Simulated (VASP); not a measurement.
# Driving VASP from ASE on YNiC2, part 2 of 4

Do ASE scripts that read YNiC2 from different structure formats give one answer, and do several routes find one equilibrium volume? All runs use PBEsol. Left out of this account: 1 further run (self-consistent run: a reference on another mesh). The start is a computed cell from the Materials Project.

VASP 6.6.1, plane waves and PAW; the level of theory is named at each step.

So far. Step 2 (Self-consistent run (PBEsol, through ASE)): The pressure is -3.53 GPa and the largest force 0.212 eV/Å, so the cell is not at a minimum at these settings.

## Step 3: Self-consistent run (PBEsol, through ASE), try 2

This step: PBEsol, spin-polarised from a ferromagnetic start; plane waves and PAW (Y_sv, Ni, C) (VASP 6.6.1).

System of this step: YNiC2. The structure is orthorhombic, space group Amm2 (No. 38). Conventional cell: a = 3.611 Å, b = 4.486 Å, c = 5.982 Å, α = 90.00°, β = 90.00°, γ = 90.00°. Nearest to Y lie 8 C at 2.64 to 2.67 Å and 6 Ni at 2.95 Å. Nearest to Ni lie 4 C at 1.93 to 1.98 Å and 6 Y at 2.95 Å. C has 1 C at 1.37 Å and 2 Ni at 1.93 to 1.98 Å and 4 Y at 2.64 to 2.67 Å nearest. Farther neighbours are not listed.

The single point through ASE, with the structure read from a CIF with its space group. The file expands to the conventional cell of 8 atoms, on a 5×5×4 mesh.

The input, run.py:

```python
import numpy as np
from ase.calculators.vasp import Vasp
from ase.io import read
from ase.dft.bandgap import bandgap

atoms = read('YNiC2.cif')

calc = Vasp(
    xc='pbesol',
    pp='PBE',
    prec='Accurate',
    encut=520,
    ediff=1e-06,
    nelm=100,
    ismear=-1,
    sigma=0.05,
    lreal=False,
    algo='Normal',
    nbands=43,
    ispin=2,
    lasph=True,
    lmaxmix=4,
    lorbit=11,
    lwave=False,
    lcharg=False,
    kpar=4,
    isif=2,
    pp_version='64',
    setups={'Y': '_sv', 'Ni': '', 'C': ''},
    kpts=(5, 5, 4),
    gamma=True,
    txt='vasp.out',
    magmom=[0.0, 0.0, 1.0, 1.0, 0.0, 0.0, 0.0, 0.0],
)
atoms.calc = calc

print("energy (eV):", round(atoms.get_potential_energy(), 6))
print("Fermi level (eV):", round(calc.get_fermi_level(), 4))
print("forces (eV/A):")
print(np.round(atoms.get_forces(), 4))
print("stress (GPa, Voigt, tension positive):", np.round(atoms.get_stress() * 160.21766, 3))
print("magnetic moment (muB):", round(atoms.get_magnetic_moment(), 3))
gap, p1, p2 = bandgap(calc, direct=False)
print("gap on the mesh (eV):", round(gap, 4))
```

The input, YNiC2.cif:

```cif
data_YNiC2
_cell_length_a 3.61051776
_cell_length_b 4.48559162
_cell_length_c 5.98246932
_cell_angle_alpha 90.00000000
_cell_angle_beta 90.00000000
_cell_angle_gamma 90.00000000
_space_group_name_H-M_alt 'Amm2'
_space_group_name_Hall 'A 2 -2'
_space_group_IT_number 38
loop_
_space_group_symop_operation_xyz
'x,y,z'
'-x,-y,z'
'-x,y,z'
'x,-y,z'
'x,y+1/2,z+1/2'
'-x,-y+1/2,z+1/2'
'-x,y+1/2,z+1/2'
'x,-y+1/2,z+1/2'
loop_
_atom_site_label
_atom_site_type_symbol
_atom_site_symmetry_multiplicity
_atom_site_Wyckoff_symbol
_atom_site_fract_x
_atom_site_fract_y
_atom_site_fract_z
_atom_site_occupancy
Y1 Y 2 a 0.0000000000 0.5000000000 0.5031364700 1
Ni1 Ni 2 b 0.5000000000 0.5000000000 0.1134320900 1
C1 C 4 e 0.5000000000 0.6526246600 0.8032157200 1
```

PAW data sets: Y_sv, Ni and C (PBE family, release 64).

Command:

```console
export ASE_VASP_COMMAND="mpirun -np 4 vasp_std"
python run.py
```

The log of the run:

```text
energy (eV): -67.687851
Fermi level (eV): 6.7659
forces (eV/A):
[[ 0.      0.     -0.0292]
 [ 0.      0.     -0.0292]
 [-0.     -0.      0.1699]
 [-0.      0.      0.1699]
 [ 0.      0.1575 -0.0704]
 [ 0.     -0.1575 -0.0704]
 [ 0.      0.1575 -0.0704]
 [ 0.     -0.1575 -0.0704]]
stress (GPa, Voigt, tension positive): [ 3.534  2.887  3.711 -0.    -0.    -0.   ]
magnetic moment (muB): 0.0
gap on the mesh (eV): 0.0
```

Run time: 61 s. Hardware: 4 MPI ranks of AMD EPYC 9R45, shared host; peak memory 1.4 GiB.

The INCAR that ASE wrote:

```
ENCUT = 520.000000
SIGMA = 0.050000
EDIFF = 1.00e-06
ALGO = Normal
GGA = PS
PREC = Accurate
ISIF = 2
ISMEAR = -1
ISPIN = 2
KPAR = 4
LMAXMIX = 4
LORBIT = 11
NBANDS = 43
NELM = 100
MAGMOM = 2*0.0000 2*1.0000 4*0.0000
LASPH = .TRUE.
LCHARG = .FALSE.
LWAVE = .FALSE.
LREAL = .FALSE.
```

ASE turned this into the KPOINTS:

```
KPOINTS created by Atomic Simulation Environment
0
Gamma
5 5 4
0 0 0
```

vasp.out:

```text
[banner, memory and clock lines left out]
running    4 mpi-ranks, on    1 nodes
 distrk:  each k-point on    1 cores,    4 groups
 distr:  one band on    1 cores,    1 groups

 POSCAR found type information on POSCAR Y NiC
 POSCAR found :  3 types and       8 ions
 [... a notice as in an earlier step ...]

 LDA part: xc-table for (Slater+PW92), standard interpolation
 POSCAR, INCAR and KPOINTS ok, starting setup
 FFT: planning ... GRIDC
 FFT: planning ... GRID_SOFT
 FFT: planning ... GRID
 WAVECAR not read
 entering main loop
       N       E                     dE             d eps       ncg     rms          rms(c)
DAV:   1     0.469206668896E+03    0.46921E+03   -0.26389E+04  4644   0.150E+03
DAV:   2    -0.199679629724E+02   -0.48917E+03   -0.45940E+03  4767   0.389E+02
DAV:   3    -0.761635962589E+02   -0.56196E+02   -0.53304E+02  6023   0.127E+02
DAV:   4    -0.801564424498E+02   -0.39928E+01   -0.39281E+01  6733   0.296E+01
DAV:   5    -0.803885836252E+02   -0.23214E+00   -0.23170E+00  7069   0.639E+00    0.557E+01
DAV:   6    -0.957800578924E+02   -0.15391E+02   -0.15430E+02  5733   0.169E+02    0.634E+01
DAV:   7    -0.684407085187E+02    0.27339E+02   -0.62919E+01  6177   0.103E+02    0.265E+01
DAV:   8    -0.693694836237E+02   -0.92878E+00   -0.25948E+01  7269   0.606E+01    0.269E+01
DAV:   9    -0.681072413528E+02    0.12622E+01   -0.10845E+01  6348   0.423E+01    0.867E+00
DAV:  10    -0.678519483236E+02    0.25529E+00   -0.90189E-01  7064   0.876E+00    0.571E+00
DAV:  11    -0.677571440332E+02    0.94804E-01   -0.11052E-01  7066   0.352E+00    0.373E+00
DAV:  12    -0.677136293045E+02    0.43515E-01   -0.43408E-02  6790   0.260E+00    0.179E+00
DAV:  13    -0.677034025318E+02    0.10227E-01   -0.18905E-02  7469   0.138E+00    0.707E-01
DAV:  14    -0.677022833957E+02    0.11191E-02   -0.28156E-03  7099   0.396E-01    0.413E-01
DAV:  15    -0.677015310609E+02    0.75233E-03   -0.15656E-03  6805   0.550E-01    0.600E-02
DAV:  16    -0.677015635647E+02   -0.32504E-04   -0.33418E-04  5526   0.103E-01    0.521E-02
DAV:  17    -0.677015663728E+02   -0.28081E-05   -0.23822E-05  7413   0.509E-02    0.325E-02
DAV:  18    -0.677015677102E+02   -0.13374E-05   -0.24505E-05  5942   0.701E-02    0.317E-02
DAV:  19    -0.677015640856E+02    0.36246E-05   -0.61065E-06  4522   0.375E-02    0.128E-03
DAV:  20    -0.677015641652E+02   -0.79647E-07   -0.45031E-07  2832   0.372E-03
   1 F= -.67701564E+02 E0= -.67687851E+02  d E =-.274270E-01  mag=    -0.0000
```

OUTCAR, selected parts (step 3):

```text
  LATTYP: Found a simple orthorhombic cell.
 ALAT       =     3.6105177600
 B/A-ratio  =     1.2423679700
 C/A-ratio  =     1.6569560705

The static configuration has the point symmetry C_2v.

 Found     27 irreducible k-points:

   k-points           NKPTS =     27   k-points in BZ     NKDIM =     27   number of bands    NBANDS=     43

   dimension x,y,z NGX =    28 NGY =   36 NGZ =   48
   dimension x,y,z NGXF=    56 NGYF=   72 NGZF=   96

   ENCUT  =  520.0 eV  38.22 Ry    6.18 a.u.   6.71  8.34 11.12*2*pi/ulx,y,z

   NELECT =      58.0000    total number of electrons

 E-fermi :   6.7659

 spin component 1
 k-point     1 :       0.0000    0.0000    0.0000
  band No.  band energies     occupation
    ...
     24       4.4351      1.00000
     25       4.5075      1.00000
     26       4.7293      1.00000
     27       5.5463      1.00000
     28       5.6074      1.00000
     29       7.1786      0.00026
     30       7.2037      0.00016
     31       8.1475      0.00000
     32       8.4553      0.00000
     33       8.6621      0.00000
    ...

 k-point     2 :       0.2000    0.0000    0.0000
  band No.  band energies     occupation
    ...
     24       4.3558      1.00000
     25       4.4346      1.00000
     26       4.5104      1.00000
     27       5.5342      1.00000
     28       5.7177      1.00000
     29       6.8491      0.15922
     30       7.6218      0.00000
     31       7.6752      0.00000
     32       7.8037      0.00000
     33       8.2891      0.00000
    ...

 k-point     3 :       0.4000    0.0000    0.0000
  band No.  band energies     occupation
    ...
     26       4.8270      1.00000
     27       5.3371      1.00000
     28       6.0145      1.00000
     29       6.2493      0.99997
     30       6.3895      0.99946
     31       6.8556      0.14274
     32       8.4954      0.00000
     33       8.6073      0.00000
     34      10.2197      0.00000
     35      10.7799      0.00000
    ...

 k-point     4 :       0.0000    0.2000    0.0000
  band No.  band energies     occupation
    ...
     24       4.2204      1.00000
     25       4.2983      1.00000
     26       4.4739      1.00000
     27       5.3426      1.00000
     28       5.6242      1.00000
     29       7.2669      0.00004
     30       7.4618      0.00000
     31       8.0089      0.00000
     32       8.5069      0.00000
     33       8.5139      0.00000
    ...

  Total       -2.1368474     -1.7460071     -2.2444168      0.0000000      0.0000000      0.0000000
  in kB      -35.3357560    -28.8726658    -37.1145673      0.0000000      0.0000000      0.0000000
  external PRESSURE =     -33.7743297 kB  Pullay stress =       0.0000000 kB

  energy-cutoff  :      520.00
  volume of cell :       96.89
      direct lattice vectors                 reciprocal lattice vectors
     3.610517760  0.000000000  0.000000000     0.276968586  0.000000000  0.000000000
     0.000000000  4.485591620  0.000000000     0.000000000  0.222936033  0.000000000
     0.000000000  0.000000000  5.982469320     0.000000000  0.000000000  0.167155057

 POSITION                                       TOTAL-FORCE (eV/Angst)
 -----------------------------------------------------------------------------------
      0.00000      2.24280      3.01000         0.000000      0.000000     -0.029203
      0.00000      0.00000      0.01876         0.000000      0.000000     -0.029203
      1.80526      2.24280      0.67860        -0.000000     -0.000000      0.169914
      1.80526      0.00000      3.66984        -0.000000      0.000000      0.169914
      1.80526      2.92741      4.80521         0.000000      0.157497     -0.070356
      1.80526      1.55818      4.80521         0.000000     -0.157497     -0.070356
      1.80526      0.68461      1.81398         0.000000      0.157497     -0.070356
      1.80526      3.80098      1.81398         0.000000     -0.157497     -0.070356
 -----------------------------------------------------------------------------------
    total drift:                                0.000000     -0.000000     -0.000781

  FREE ENERGIE OF THE ION-ELECTRON SYSTEM (eV)
  ---------------------------------------------------
  free  energy   TOTEN  =       -67.7015641652 eV

  energy  without entropy=      -67.6741371386  energy(sigma->0) =      -67.68785065

 total charge
# of ion       s       p       d       f       tot
--------------------------------------------------
    1        2.171   6.419   1.048   0.069   9.708
    2        2.171   6.419   1.048   0.069   9.708
    3        0.531   0.737   8.431   0.000   9.698
    4        0.531   0.737   8.431   0.000   9.698
    5        0.865   1.588   0.000   0.000   2.453
    6        0.865   1.588   0.000   0.000   2.453
    7        0.865   1.588   0.000   0.000   2.453
    8        0.865   1.588   0.000   0.000   2.453
--------------------------------------------------
tot          8.865  20.662  18.958   0.138  48.623

 magnetization (x)
# of ion       s       p       d       f       tot
--------------------------------------------------
    1       -0.000  -0.000   0.000  -0.000   0.000
    2       -0.000  -0.000   0.000  -0.000   0.000
    3       -0.000   0.000  -0.000   0.000  -0.000
    4       -0.000   0.000  -0.000   0.000  -0.000
    5       -0.000   0.000   0.000   0.000   0.000
    6       -0.000   0.000   0.000   0.000   0.000
    7       -0.000   0.000   0.000   0.000   0.000
    8       -0.000   0.000   0.000   0.000   0.000
--------------------------------------------------
tot         -0.000   0.000  -0.000  -0.000   0.000

[... 1 part as in an earlier step ...]

[... 9 further parts left out ...]
```

The k-mesh is coarse for a metal. At this level the cell is under a tension of 3.4 GPa, so at these settings it is away from equilibrium.

Numbers from this step:

| Item | Value |
| --- | --- |
| electronic steps | 20 |
| electrons | 58 |
| bands | 43 |
| irreducible k points | 27 |
| free energy (TOTEN) | -67.7016 eV |
| energy at zero smearing | -67.6879 eV |
| Fermi energy | 6.766 eV |
| pressure | -3.377 GPa |

The spin moment in the PAW sphere vanishes on all atoms.

Force by atom:

```tsv
atom	x (eV/Å)	y (eV/Å)	z (eV/Å)	size
Y1	0.000	0.000	-0.029	0.029
Y2	0.000	0.000	-0.029	0.029
Ni3	0.000	0.000	0.170	0.170
Ni4	0.000	0.000	0.170	0.170
C5	0.000	0.157	-0.070	0.172
C6	0.000	-0.157	-0.070	0.172
C7	0.000	0.157	-0.070	0.172
C8	0.000	-0.157	-0.070	0.172
```

The energy lies +1.01 meV an atom from the first script, since this cell and mesh sample the zone at other points.

(Continued in part 3 of 4.)

[Lines on the potential files, build, host, timing and source positions are cut from VASP's logs without a mark.]

[Logs are printed without paths, hosts, clocks, repeated set-up lines and the standing remarks that a program may print on its own settings, such as how far it seeks lower states.]

[Hosts, paths, dates, database ids (printed as entryN), source tags and the programs' standing remarks are cut or masked in the printed files.]

[A measured line is paired with the nearest computed mode of its activity, which favours agreement.]
